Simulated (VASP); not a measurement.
These are PBEsol GGA, VASP's PBE PAW potentials (set 64) (plane waves; VASP) values and carry that method's errors.

VASP ran on this input.

POSCAR:
```
GeSb4Te7
1.0
  4.2681620327   0.0000000000   0.0000000000
 -2.1340810163   3.6963369796   0.0000000000
  0.0000000000   0.0000000000  23.2578564329
Ge Sb Te
1 4 7
Cart
  0.0000000000   0.0000000000  11.6289282164
  2.1340831504   1.2321110944  21.2887034622
 -0.0000021340   2.4642258852   1.9691529707
 -0.0000021340   2.4642258852   8.0069124048
  2.1340831504   1.2321110944  15.2509440281
 -0.0000021340   2.4642258852  19.5860477415
  2.1340831504   1.2321110944   3.6718086914
  0.0000000000   0.0000000000  16.9452194152
  0.0000000000   0.0000000000   6.3126370177
  2.1340831504   1.2321110944   9.9791555748
 -0.0000021340   2.4642258852  13.2787008581
  0.0000000000   0.0000000000   0.0000000000
```

### KPOINTS
```
Automatic mesh
0
G
6 6 1
```

**INCAR**
```
SYSTEM = GeSb4Te7
PREC = Accurate
ENCUT = 400
EDIFF = 1E-6
NELM = 100
ALGO = Normal
LREAL = .FALSE.
LASPH = .TRUE.
ISMEAR = 0
SIGMA = 0.05
GGA = PS
LMAXMIX = 4
LWAVE = .FALSE.
LCHARG = .FALSE.
IBRION = 2
ISIF = 3
NSW = 60
EDIFFG = -0.02
```

POTCAR, in this order: Ge_d Sb Te (PBE.64 set). Program: vasp_std.

What VASP printed:

File OUTCAR:
```
 ion  position               nearest neighbor table
   1  0.000  0.000  0.500-  10 2.97  11 2.97  10 2.97  11 2.97  10 2.97  11 2.97
   2  0.667  0.333  0.915-   6 3.00   6 3.00   6 3.00  12 3.15  12 3.15  12 3.15
   3  0.333  0.667  0.085-   7 3.00   7 3.00   7 3.00  12 3.15  12 3.15  12 3.15
   4  0.333  0.667  0.344-   9 2.99   9 2.99   9 2.99  10 3.16  10 3.16  10 3.16
   5  0.667  0.333  0.656-   8 2.99   8 2.99   8 2.99  11 3.16  11 3.16  11 3.16
   6  0.333  0.667  0.842-   2 3.00   2 3.00   2 3.00   8 3.61   8 3.61   8 3.61
   7  0.667  0.333  0.158-   3 3.00   3 3.00   3 3.00   9 3.61   9 3.61   9 3.61
   8  0.000  0.000  0.729-   5 2.99   5 2.99   5 2.99   6 3.61   6 3.61   6 3.61
   9  0.000  0.000  0.271-   4 2.99   4 2.99   4 2.99   7 3.61   7 3.61   7 3.61
  10  0.667  0.333  0.429-   1 2.97   1 2.97   1 2.97   4 3.16   4 3.16   4 3.16
  11  0.333  0.667  0.571-   1 2.97   1 2.97   1 2.97   5 3.16   5 3.16   5 3.16
  12  0.000  0.000  0.000-   2 3.15   3 3.15   2 3.15   3 3.15   2 3.15   3 3.15
  LATTYP: Found a hexagonal cell.
 ALAT       =     4.2681620327
 C/A-ratio  =     5.4491503028
 Subroutine PRICEL returns:
 Original cell was already a primitive cell.
 Subroutine GETGRP returns: Found 12 space group operations
The static configuration has the point symmetry D_3d.
The dynamic configuration has the point symmetry D_3d.
 Subroutine INISYM returns: Found 12 space group operations
 Subroutine IBZKPT returns following result:
 Found      7 irreducible k-points:

...
```

**OSZICAR**
```
       N       E                     dE             d eps       ncg     rms          rms(c)
DAV:   1     0.508171496472E+03    0.50817E+03   -0.24081E+04   638   0.143E+03
DAV:   2     0.304787804164E+02   -0.47769E+03   -0.46432E+03   702   0.291E+02
DAV:   3    -0.445455879780E+02   -0.75024E+02   -0.71945E+02   766   0.121E+02
DAV:   4    -0.494225021670E+02   -0.48769E+01   -0.47834E+01   751   0.331E+01
DAV:   5    -0.496263812557E+02   -0.20388E+00   -0.20292E+00   911   0.679E+00    0.149E+01
DAV:   6    -0.493480422036E+02    0.27834E+00   -0.83305E-01   844   0.379E+00    0.980E+00
DAV:   7    -0.497448515124E+02   -0.39681E+00   -0.26528E+00   900   0.805E+00    0.344E+00
DAV:   8    -0.493384514172E+02    0.40640E+00   -0.27684E+00   948   0.698E+00    0.140E+00
DAV:   9    -0.493291732838E+02    0.92781E-02   -0.25599E-01   753   0.200E+00    0.107E+00
DAV:  10    -0.493315153561E+02   -0.23421E-02   -0.44826E-02   812   0.735E-01    0.735E-01
DAV:  11    -0.493294211804E+02    0.20942E-02   -0.68363E-03   848   0.314E-01    0.495E-01
DAV:  12    -0.493291892400E+02    0.23194E-03   -0.45154E-03   820   0.269E-01    0.210E-01
DAV:  13    -0.493291993636E+02   -0.10124E-04   -0.11597E-03   786   0.117E-01    0.220E-01
DAV:  14    -0.493292024057E+02   -0.30422E-05   -0.13021E-04   788   0.469E-02    0.196E-01
DAV:  15    -0.493292221961E+02   -0.19790E-04   -0.40449E-05   860   0.263E-02    0.216E-01
DAV:  16    -0.493291821468E+02    0.40049E-04   -0.34126E-04   852   0.729E-02    0.142E-01
DAV:  17    -0.493291604871E+02    0.21660E-04   -0.76234E-05   765   0.327E-02    0.113E-01
DAV:  18    -0.493291596229E+02    0.86419E-06   -0.95807E-06   796   0.110E-02
   1 F= -.49329160E+02 E0= -.49329160E+02  d E =-.493292E+02
       N       E                     dE             d eps       ncg     rms          rms(c)
DAV:   1    -0.493340423851E+02   -0.48819E-02   -0.99436E-02   650   0.155E+00    0.314E-01
DAV:   2    -0.493329028973E+02    0.11395E-02   -0.76627E-03   796   0.476E-01    0.167E-01
DAV:   3    -0.493324875136E+02    0.41538E-03   -0.84455E-04   850   0.153E-01    0.824E-02
DAV:   4    -0.493323513006E+02    0.13621E-03   -0.27265E-04   876   0.906E-02    0.452E-02
DAV:   5    -0.493323374205E+02    0.13880E-04   -0.17808E-04   836   0.720E-02    0.452E-02
DAV:   6    -0.493323234985E+02    0.13922E-04   -0.86717E-05   834   0.531E-02    0.322E-02
DAV:   7    -0.493323216835E+02    0.18150E-05   -0.28659E-05   836   0.265E-02    0.208E-02
DAV:   8    -0.493323218889E+02   -0.20544E-06   -0.72052E-06   711   0.105E-02
   2 F= -.49332322E+02 E0= -.49332322E+02  d E =-.316227E-02
       N       E                     dE             d eps       ncg     rms          rms(c)
DAV:   1    -0.493342479364E+02   -0.19263E-02   -0.72880E-02   645   0.133E+00    0.258E-01
DAV:   2    -0.493334631792E+02    0.78476E-03   -0.53864E-03   799   0.406E-01    0.132E-01
DAV:   3    -0.493331534835E+02    0.30970E-03   -0.54684E-04   871   0.121E-01    0.700E-02
DAV:   4    -0.493330493057E+02    0.10418E-03   -0.11173E-04   916   0.562E-02    0.424E-02
DAV:   5    -0.493330377605E+02    0.11545E-04   -0.50025E-05   876   0.390E-02    0.354E-02
DAV:   6    -0.493330342107E+02    0.35498E-05   -0.38952E-05   836   0.355E-02    0.259E-02
DAV:   7    -0.493330322434E+02    0.19673E-05   -0.13584E-05   804   0.212E-02    0.143E-02
DAV:   8    -0.493330320754E+02    0.16801E-06   -0.47895E-06   646   0.986E-03
   3 F= -.49333032E+02 E0= -.49333032E+02  d E =-.387245E-02
       N       E                     dE             d eps       ncg     rms          rms(c)
DAV:   1    -0.493330621905E+02   -0.29947E-04   -0.10040E-03   650   0.156E-01    0.304E-02
DAV:   2    -0.493330514050E+02    0.10785E-04   -0.74448E-05   812   0.495E-02    0.166E-02
DAV:   3    -0.493330467330E+02    0.46720E-05   -0.75420E-06   773   0.146E-02    0.856E-03
DAV:   4    -0.493330448299E+02    0.19032E-05   -0.13870E-06   442   0.747E-03    0.418E-03
DAV:   5    -0.493330445444E+02    0.28541E-06   -0.12747E-06   445   0.687E-03
   4 F= -.49333045E+02 E0= -.49333045E+02  d E =-.388492E-02
       N       E                     dE             d eps       ncg     rms          rms(c)
DAV:   1    -0.493333375052E+02   -0.29268E-03   -0.73077E-03   692   0.479E-01    0.109E-01
DAV:   2    -0.493332147554E+02    0.12275E-03   -0.50918E-04   839   0.139E-01    0.498E-02
DAV:   3    -0.493331717495E+02    0.43006E-04   -0.96945E-05   831   0.564E-02    0.281E-02
DAV:   4    -0.493331592575E+02    0.12492E-04   -0.89738E-05   876   0.534E-02    0.177E-02
DAV:   5    -0.493331461231E+02    0.13134E-04   -0.54122E-05   828   0.383E-02    0.104E-02
DAV:   6    -0.493331456356E+02    0.48750E-06   -0.12976E-05   757   0.157E-02    0.121E-02
DAV:   7    -0.493331457869E+02   -0.15125E-06   -0.14230E-06   406   0.452E-03
   5 F= -.49333146E+02 E0= -.49333146E+02  d E =-.101242E-03
```

File OUTCAR:
```
------------------------ aborting loop because EDIFF is reached ----------------------------------------
  FORCE on cell =-STRESS in cart. coord.  units (eV):
  Direction    XX          YY          ZZ          XY          YZ          ZX
  --------------------------------------------------------------------------------------
  Total       -0.0736674     -0.0736674     -0.0894428     -0.0000000      0.0000000      0.0000000
  in kB       -0.3226544     -0.3226545     -0.3917486     -0.0000000      0.0000000      0.0000000
  external PRESSURE =      -0.3456858 kB  Pullay stress =       0.0000000 kB
  volume of cell :      365.80
      direct lattice vectors                 reciprocal lattice vectors
     4.258477441 -0.000000000  0.000000000     0.234825713  0.135576680 -0.000000000
    -2.129238721  3.687949876  0.000000000     0.000000000  0.271153360 -0.000000000
     0.000000000  0.000000000 23.292117409    -0.000000000 -0.000000000  0.042932980
 POSITION                                       TOTAL-FORCE (eV/Angst)
 -----------------------------------------------------------------------------------
      0.00000      0.00000     11.64606         0.000000     -0.000000     -0.000000
      2.12924      1.22932     21.33098        -0.000000     -0.000000     -0.001044
     -0.00000      2.45863      1.96114         0.000000      0.000000      0.001044
     -0.00000      2.45863      8.02515        -0.000000      0.000000     -0.013052
      2.12924      1.22932     15.26697        -0.000000     -0.000000      0.013052
     -0.00000      2.45863     19.60874         0.000000     -0.000000      0.012848
      2.12924      1.22932      3.68337         0.000000      0.000000     -0.012848
      4.25848     -0.00000     16.97944         0.000000      0.000000      0.011854
      0.00000      0.00000      6.31268         0.000000     -0.000000     -0.011854
      2.12924      1.22932      9.99427        -0.000000      0.000000      0.009710
     -0.00000      2.45863     13.29785        -0.000000     -0.000000     -0.009710
     -2.12924      3.68795      0.00000         0.000000     -0.000000     -0.000000
 -----------------------------------------------------------------------------------
    total drift:                               -0.000000      0.000000      0.000000
  FREE ENERGIE OF THE ION-ELECTRON SYSTEM (eV)
  ---------------------------------------------------
  free  energy   TOTEN  =       -49.3331457869 eV

  energy  without entropy=      -49.3331457868  energy(sigma->0) =      -49.33314579

 reached required accuracy - stopping structural energy minimisation
```
(Selected blocks of OUTCAR.)

### CONTCAR
```
GeSb4Te7
   1.00000000000000
     4.2584774412997959   -0.0000000000001311    0.0000000000000000
    -2.1292387206001249    3.6879498758432674    0.0000000000000000
     0.0000000000000000    0.0000000000000000   23.2921174087463498
  Ge              Sb              Te
     1     4     7
Direct
     0.0000000000000000    0.0000000000000000    0.5000000000000000
     0.6666669999999968    0.3333330000000032    0.9158023837297734
     0.3333330000000032    0.6666669999999968    0.0841976162702266
     0.3333330000000032    0.6666669999999968    0.3445436333344830
     0.6666669999999968    0.3333330000000032    0.6554563666655170
     0.3333330000000032    0.6666669999999968    0.8418618308294437
     0.6666669999999968    0.3333330000000032    0.1581381691705564
     1.0000000000000000    0.0000000000000000    0.7289778694436319
     0.0000000000000000    0.0000000000000000    0.2710221305563681
     0.6666669999999968    0.3333330000000032    0.4290836186162943
     0.3333330000000032    0.6666669999999968    0.5709163813837057
     0.0000000000000000    1.0000000000000000    0.0000000000000000
```

Without a dispersion term in the relaxation, distances and binding between the weakly bound layers, chains or molecules are unreliable, and so is what depends on them.

The structure comes from a computed database's GeSb4Te7 entry (P-3m1); how it stands against other phases isn't given here. This run relaxes it. Symmetry was kept, so distortions that lower it aren't found. The start is the result of an earlier pass.
